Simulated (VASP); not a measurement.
A run of VASP 6.6.1 is set up as follows.

The input INCAR:

```
SYSTEM = WSe2
PREC = Accurate
ENCUT = 520
EDIFF = 1E-6
ISMEAR = 0
SIGMA = 0.03
LREAL = .False.
LASPH = .True.
NELM = 80
ALGO = Fast
ISIF = 2
LWAVE = .False.
LCHARG = .False.
LMAXMIX = 4
LDIPOL = .True.
IDIPOL = 3
DIPOL = 0.5 0.5 0.500
GGA = PE
IVDW = 12
NBANDS = 49
LVHAR = .True.
LVACPOTAV = .True.
KPAR = 4
```

The input KPOINTS:

```
regular mesh
0
Gamma
  12 12 1
  0 0 0
```

Contents of POSCAR:

```
WSe2                                    
1.0
    3.2831203080      0.0000000000      0.0000000000
   -1.6415601540      2.8432655920      0.0000000000
    0.0000000000      0.0000000000     34.3162600000
  Se              W             
     6     3
Direct
     0.3333333300000021    0.6666666699999979    0.2643483980769393
     0.3333333300000021    0.6666666699999979    0.3626802713231220
     0.6666666699999979    0.3333333300000021    0.4508878640799429
     0.6666666699999979    0.3333333300000021    0.5491121359200571
     0.3333333300000021    0.6666666699999979    0.6373197286768779
     0.3333333300000021    0.6666666699999979    0.7356516019230607
     0.6666666699999979    0.3333333300000021    0.3135238744405524
     0.3333333300000021    0.6666666699999979    0.5000000000000000
     0.6666666699999979    0.3333333300000021    0.6864761255594476
```

File KPOINTS_OPT:

```
explicit points
67
Reciprocal
 0.0000000000  0.0000000000  0.0000000000 1
 0.0357142900  0.0000000000  0.0000000000 1
 0.0714285700  0.0000000000  0.0000000000 1
 0.1071428600  0.0000000000  0.0000000000 1
 0.1428571400  0.0000000000  0.0000000000 1
 0.1785714300  0.0000000000  0.0000000000 1
 0.2142857100  0.0000000000  0.0000000000 1
 0.2500000000  0.0000000000  0.0000000000 1
 0.2857142900  0.0000000000  0.0000000000 1
 0.3214285700  0.0000000000  0.0000000000 1
 0.3571428600  0.0000000000  0.0000000000 1
 0.3928571400  0.0000000000  0.0000000000 1
 0.4285714300  0.0000000000  0.0000000000 1
 0.4642857100  0.0000000000  0.0000000000 1
 0.5000000000  0.0000000000  0.0000000000 1
 0.4791666700  0.0416666700  0.0000000000 1
 0.4583333300  0.0833333300  0.0000000000 1
 0.4375000000  0.1250000000  0.0000000000 1
 0.4166666700  0.1666666700  0.0000000000 1
 0.3958333300  0.2083333300  0.0000000000 1
 0.3750000000  0.2500000000  0.0000000000 1
 0.3541666700  0.2916666700  0.0000000000 1
 0.3333333300  0.3333333300  0.0000000000 1
 0.3137254900  0.3137254900  0.0000000000 1
 0.2941176500  0.2941176500  0.0000000000 1
 0.2745098000  0.2745098000  0.0000000000 1
 0.2549019600  0.2549019600  0.0000000000 1
 0.2352941200  0.2352941200  0.0000000000 1
 0.2156862700  0.2156862700  0.0000000000 1
 0.1960784300  0.1960784300  0.0000000000 1
 0.1764705900  0.1764705900  0.0000000000 1
 0.1568627500  0.1568627500  0.0000000000 1
 0.1372549000  0.1372549000  0.0000000000 1
 0.1176470600  0.1176470600  0.0000000000 1
 0.0980392200  0.0980392200  0.0000000000 1
 0.0784313700  0.0784313700  0.0000000000 1
 0.0588235300  0.0588235300  0.0000000000 1
 0.0392156900  0.0392156900  0.0000000000 1
 0.0196078400  0.0196078400  0.0000000000 1
 0.0000000000  0.0000000000  0.0000000000 1
 0.0000000000  0.0000000000  0.0000000000 1
 0.0062834400 -0.0031417200  0.0000000000 1
-0.0062834400  0.0031417200  0.0000000000 1
 0.0183266900 -0.0091633500  0.0000000000 1
-0.0183266900  0.0091633500  0.0000000000 1
-0.0000000000  0.0054416200  0.0000000000 1
 0.0000000000 -0.0054416200  0.0000000000 1
-0.0000000000  0.0158713800  0.0000000000 1
 0.0000000000 -0.0158713800  0.0000000000 1
 0.5000000000  0.0000000000  0.0000000000 1
 0.5062834400 -0.0031417200  0.0000000000 1
 0.4937165600  0.0031417200  0.0000000000 1
 0.5183266900 -0.0091633500  0.0000000000 1
 0.4816733100  0.0091633500  0.0000000000 1
 0.5000000000  0.0054416200  0.0000000000 1
 0.5000000000 -0.0054416200  0.0000000000 1
 0.5000000000  0.0158713800  0.0000000000 1
 0.5000000000 -0.0158713800  0.0000000000 1
 0.3333333300  0.3333333300  0.0000000000 1
 0.3396167700  0.3301916100  0.0000000000 1
 0.3270498900  0.3364750500  0.0000000000 1
 0.3516600200  0.3241699800  0.0000000000 1
 0.3150066400  0.3424966800  0.0000000000 1
 0.3333333300  0.3387749500  0.0000000000 1
 0.3333333300  0.3278917100  0.0000000000 1
 0.3333333300  0.3492047100  0.0000000000 1
 0.3333333300  0.3174619500  0.0000000000 1
```

Potentials or basis: VASP PAW PBE potentials, release 64 (Se, W_sv).

Run with:

```bash
$ cat potpaw_PBE.64/Se/POTCAR potpaw_PBE.64/W_sv/POTCAR > POTCAR
$ mpirun -np 4 vasp_std > vasp.out
```

**Question.** What does it give for the largest force?

**Answer.** 0.004 eV/Å.

**Question.** What does it give for the ionisation potential of the upper face?

**Answer.** 4.82 eV.

Forces in eV/Å, atoms in the order of the input:
```
Se   0.000  0.000  0.002
Se   0.000  0.000 -0.004
Se   0.000  0.000 -0.004
Se   0.000  0.000  0.004
Se   0.000  0.000  0.004
Se   0.000  0.000 -0.002
W    0.000  0.000 -0.001
W    0.000  0.000  0.000
W    0.000  0.000  0.001
```
